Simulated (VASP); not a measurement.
Input:

```
CELL_PARAMETERS angstrom
      0.00000     2.76373     2.76373
      2.76373     0.00000     2.76373
      2.76373     2.76373     0.00000
ATOMIC_POSITIONS crystal
  Ca 0.00000 0.00000 0.00000
```

Method: revTPSS meta-GGA, VASP's PBE PAW potentials (set 64) (plane waves; VASP). Settings: 520 eV cut-off, 13×13×13 Γ-centred mesh, tetrahedra with Blöchl corrections, potentials Ca_sv.

Estimate the energy per atom (σ→0), band gap (over mesh and band path) with the smallest direct gap where there is one.

- band gap (over mesh and band path): none (metal, semimetal or under 0.01 eV)
- energy per atom (σ→0): -2.347 eV/atom

Total energies compare only between runs with the same potentials, cut-off and functional.

The compound is Ca in the fcc structure. It was relaxed first.
